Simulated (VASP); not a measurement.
GaP, 2 atoms in the cell. It takes space group F-43m (No. 216, cubic). The conventional cell has a = 5.451 Å, b = 5.451 Å, c = 5.451 Å, α = 90.00°, β = 90.00°, γ = 90.00°. Around Ga (site symmetry -43m) lie 4 P at 2.36 Å. P (site symmetry -43m) has 4 Ga at 2.36 Å as nearest neighbours. 

- Program: VASP 6.6.1
- Task: relaxation of cell and atoms
- Functional: PBE
- Potentials or basis: VASP PAW PBE potentials, release 64 (Ga_d, P)
- Cutoff: 600 eV
- k mesh: 8 × 8 × 8
- Occupations: gaussian, width 0.01 eV
- Spin: no spin polarisation
- Dipole correction: no
- Further INCAR settings: ALGO = Fast; EDIFF = 1e-07; IBRION = 2; EDIFFG = -0.01; NSW = 80; ISIF = 3

Potentials or basis: VASP PAW PBE potentials, release 64 (Ga_d, P).

Run with:

```sh
$ cat potpaw_PBE.64/Ga_d/POTCAR potpaw_PBE.64/P/POTCAR > POTCAR
$ mpirun -np 1 vasp_std > vasp.out
```

Hardware: 1 thread of Intel(R) Xeon(R) Platinum 8488C (Sapphire Rapids), on a shared host.

Task: How long does it take, and how much memory?

Result: Wall time 52 s on 1 thread of Intel(R) Xeon(R) Platinum 8488C (Sapphire Rapids), on a shared host, peak memory 0.18 GiB. Counts: scf iterations 35, k points 29, ion steps 3.
